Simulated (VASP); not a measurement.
Output of a VASP run:

File OUTCAR:
```
 ion  position               nearest neighbor table
   1  0.500  0.500  0.500-   2 2.73   2 2.73   2 2.73   2 2.73   2 2.73   2 2.73   2 2.73   2 2.73
  LATTYP: Found a simple cubic cell.
 ALAT       =     3.1500000000
 Subroutine PRICEL returns:
 Original cell was already a primitive cell.
 Subroutine GETGRP returns: Found 48 space group operations
The static configuration has the point symmetry O_h .
The dynamic configuration has the point symmetry O_h .
 Subroutine INISYM returns: Found 48 space group operations
 Subroutine IBZKPT returns following result:
 Found     56 irreducible k-points:

 Following reciprocal coordinates:
            Coordinates               Weight
  0.000000  0.000000  0.000000      1.000000
  0.100000  0.000000  0.000000      6.000000
  0.200000  0.000000  0.000000      6.000000
  0.300000  0.000000  0.000000      6.000000
  0.400000  0.000000  0.000000      6.000000
  0.500000  0.000000  0.000000      3.000000
  0.100000  0.100000  0.000000     12.000000
  0.200000  0.100000  0.000000     24.000000
  0.300000  0.100000  0.000000     24.000000
  0.400000  0.100000  0.000000     24.000000
  0.500000  0.100000  0.000000     12.000000
  0.200000  0.200000  0.000000     12.000000
  0.300000  0.200000  0.000000     24.000000
  0.400000  0.200000  0.000000     24.000000
  0.500000  0.200000  0.000000     12.000000
  0.300000  0.300000  0.000000     12.000000
  0.400000  0.300000  0.000000     24.000000
  0.500000  0.300000  0.000000     12.000000
  0.400000  0.400000  0.000000     12.000000
  0.500000  0.400000  0.000000     12.000000
  0.500000  0.500000  0.000000      3.000000
  0.100000  0.100000  0.100000      8.000000
  0.200000  0.100000  0.100000     24.000000
  0.300000  0.100000  0.100000     24.000000
  0.400000  0.100000  0.100000     24.000000
  0.500000  0.100000  0.100000     12.000000
  0.200000  0.200000  0.100000     24.000000
  0.300000  0.200000  0.100000     48.000000
  0.400000  0.200000  0.100000     48.000000
  0.500000  0.200000  0.100000     24.000000
  0.300000  0.300000  0.100000     24.000000
  0.400000  0.300000  0.100000     48.000000
  0.500000  0.300000  0.100000     24.000000
  0.400000  0.400000  0.100000     24.000000
  0.500000  0.400000  0.100000     24.000000
  0.500000  0.500000  0.100000      6.000000
  0.200000  0.200000  0.200000      8.000000
  0.300000  0.200000  0.200000     24.000000
  0.400000  0.200000  0.200000     24.000000
  0.500000  0.200000  0.200000     12.000000
   k-points           NKPTS =     56   k-points in BZ     NKDIM =     56   number of bands    NBANDS=     15
   number of dos      NEDOS =    301   number of ions     NIONS =      2
   total plane-waves  NPLWV =  13824
   dimension x,y,z NGX =    24 NGY =   24 NGZ =   24
   dimension x,y,z NGXF=    48 NGYF=   48 NGZF=   48
   ions per type =               1   1
   PREC   = accura    normal or accurate (medium, high low for compatibility)
   ISTART =      0    job   : 0-new  1-cont  2-samecut
   ICHARG =      2    charge: 1-file 2-atom 10-const
   ISPIN  =      1    spin polarized calculation?
   LNONCOLLINEAR =      F non collinear calculations
   LSORBIT =      F    spin-orbit coupling
   INIWAV =      1    electr: 0-lowe 1-rand  2-diag
   ENCUT  =  480.0 eV  35.28 Ry    5.94 a.u.   5.63  5.63  5.63*2*pi/ulx,y,z
   NELM   =    100;   NELMIN=  2; NELMDL= -5     # of ELM steps
   EDIFF  = 0.1E-05   stopping-criterion for ELM
   LREAL  =      F    real-space projection
   NLSPLINE    = F    spline interpolate recip. space projectors
   LMAXMIX     =    6 max onsite mixed and CHGCAR
   VOSKOWN=      0    Vosko Wilk Nusair interpolation
   EDIFFG = -.1E-01   stopping-criterion for IOM
   NSW    =     60    number of steps for IOM
   NBLOCK =      1;   KBLOCK =     60    inner block; outer block
   IBRION =      2    ionic relax: 0-MD 1-quasi-New 2-CG
   NFREE  =      1    steps in history (QN), initial steepest desc. (CG)
...
```

OSZICAR:
```
       N       E                     dE             d eps       ncg     rms          rms(c)
DAV:   1     0.118188783143E+03    0.11819E+03   -0.11261E+04  1744   0.185E+03
DAV:   2    -0.294580180644E+01   -0.12113E+03   -0.11760E+03  1792   0.325E+02
DAV:   3    -0.649923636829E+01   -0.35534E+01   -0.35071E+01  1988   0.645E+01
DAV:   4    -0.652363775330E+01   -0.24401E-01   -0.24400E-01  2037   0.479E+00
DAV:   5    -0.652390205048E+01   -0.26430E-03   -0.26430E-03  2009   0.495E-01    0.869E+00
DAV:   6    -0.598873056523E+01    0.53517E+00   -0.18874E+00  1750   0.172E+01    0.535E+00
DAV:   7    -0.596007373484E+01    0.28657E-01   -0.40364E-02  2293   0.401E+00    0.288E+00
DAV:   8    -0.594980409641E+01    0.10270E-01   -0.90182E-03  2062   0.118E+00    0.122E-01
DAV:   9    -0.594983156397E+01   -0.27468E-04   -0.41018E-04  1969   0.260E-01    0.645E-02
DAV:  10    -0.594983769319E+01   -0.61292E-05   -0.31418E-05  2148   0.954E-02    0.167E-02
DAV:  11    -0.594983743358E+01    0.25962E-06   -0.69551E-06  1778   0.576E-02
   1 F= -.59498374E+01 E0= -.59497302E+01  d E =-.594984E+01
       N       E                     dE             d eps       ncg     rms          rms(c)
DAV:   1    -0.644244000403E+01   -0.49260E+00   -0.70803E+00  1743   0.488E+01    0.467E+00
DAV:   2    -0.598515296908E+01    0.45729E+00   -0.15854E+00  1953   0.334E+01    0.148E+00
DAV:   3    -0.595955718339E+01    0.25596E-01   -0.82256E-02  1708   0.434E+00    0.991E-01
DAV:   4    -0.595357236139E+01    0.59848E-02   -0.30519E-03  2441   0.208E+00    0.587E-01
DAV:   5    -0.594972186713E+01    0.38505E-02   -0.26580E-03  2421   0.135E+00    0.509E-02
DAV:   6    -0.594972878735E+01   -0.69202E-05   -0.45474E-04  1789   0.314E-01    0.174E-02
DAV:   7    -0.594973165503E+01   -0.28677E-05   -0.89149E-06  2058   0.822E-02    0.518E-03
DAV:   8    -0.594973144659E+01    0.20844E-06   -0.20855E-06  1046   0.178E-02
   2 F= -.59497314E+01 E0= -.59496460E+01  d E =0.105987E-03
       N       E                     dE             d eps       ncg     rms          rms(c)
DAV:   1    -0.607490184358E+01   -0.12517E+00   -0.17842E+00  1701   0.259E+01    0.228E+00
DAV:   2    -0.596499602453E+01    0.10991E+00   -0.35360E-01  1946   0.133E+01    0.850E-01
DAV:   3    -0.595784713435E+01    0.71489E-02   -0.14456E-02  1743   0.129E+00    0.552E-01
DAV:   4    -0.595566722924E+01    0.21799E-02   -0.14570E-03  2485   0.110E+00    0.156E-01
DAV:   5    -0.595537763950E+01    0.28959E-03   -0.38824E-04  1862   0.236E-01    0.170E-02
DAV:   6    -0.595537936951E+01   -0.17300E-05   -0.24837E-05  1793   0.643E-02    0.893E-03
DAV:   7    -0.595538041586E+01   -0.10463E-05   -0.17863E-06  1098   0.710E-02    0.237E-03
DAV:   8    -0.595538044043E+01   -0.24570E-07   -0.12717E-06   868   0.208E-02
   3 F= -.59553804E+01 E0= -.59552796E+01  d E =-.554301E-02
```

OUTCAR:
```
------------------------ aborting loop because EDIFF is reached ----------------------------------------
  FORCE on cell =-STRESS in cart. coord.  units (eV):
  Direction    XX          YY          ZZ          XY          YZ          ZX
  --------------------------------------------------------------------------------------
  Total       -0.0012933     -0.0012933     -0.0012933     -0.0000000     -0.0000000      0.0000000
  in kB       -0.0676420     -0.0676420     -0.0676420     -0.0000000     -0.0000000      0.0000000
  external PRESSURE =      -0.0676420 kB  Pullay stress =       0.0000000 kB
  volume of cell :       30.63
      direct lattice vectors                 reciprocal lattice vectors
     3.128964129  0.000000000  0.000000000     0.319594587  0.000000000  0.000000000
    -0.000000000  3.128964129 -0.000000000    -0.000000000  0.319594587 -0.000000000
    -0.000000000  0.000000000  3.128964129    -0.000000000  0.000000000  0.319594587
 POSITION                                       TOTAL-FORCE (eV/Angst)
 -----------------------------------------------------------------------------------
      1.56448      1.56448      1.56448        -0.000000      0.000000      0.000000
      0.00000      0.00000      0.00000         0.000000      0.000000      0.000000
 -----------------------------------------------------------------------------------
    total drift:                                0.000000      0.000000     -0.000000
  FREE ENERGIE OF THE ION-ELECTRON SYSTEM (eV)
  ---------------------------------------------------
  free  energy   TOTEN  =        -5.9553804404 eV

  energy  without entropy=       -5.9550778234  energy(sigma->0) =       -5.95527957

 reached required accuracy - stopping structural energy minimisation
```
(Selected blocks of OUTCAR.)

POSCAR:
```
AuZn
1
    3.1500000000     0.0000000000     0.0000000000
    0.0000000000     3.1500000000     0.0000000000
    0.0000000000     0.0000000000     3.1500000000
Zn Au
1 1
Direct
  0.5000000000   0.5000000000   0.5000000000
  0.0000000000   0.0000000000   0.0000000000
```

Q: Write an INCAR and KPOINTS that could have produced this output.

A: This is not unique; one that fits is the input of the run itself, PBEsol GGA, plane waves, VASP's PBE PAW potentials (set 64).

### KPOINTS
```
Automatic mesh
0
Gamma
10 10 10
0 0 0
```

**INCAR**
```
LCHARG = .False.
GGA = PS
ISIF = 3   ! ions, shape and volume
LWAVE = .False.
NSW = 60   ! most ionic steps
SIGMA = 0.1   ! width (eV)
ISMEAR = 1
IBRION = 2   ! conjugate gradients
EDIFF = 1E-6
EDIFFG = -0.01
LREAL = .False.   ! projection in real space or not
LMAXMIX = 6   ! l cut-off of mixed one-centre charges
ENCUT = 480
SYSTEM = AuZn
NELM = 100   ! most electronic steps
ALGO = Normal   ! blocked Davidson
PREC = Accurate
LASPH = .True.
```

POTCAR, in this order: Zn Au (PBE.64 set). Program: vasp_std.

The compound is AuZn in the CsCl type structure. This run relaxes it. Symmetry was kept, so distortions that lower it aren't found. The electron count is odd and the run is not spin-polarised, which forces a metal.
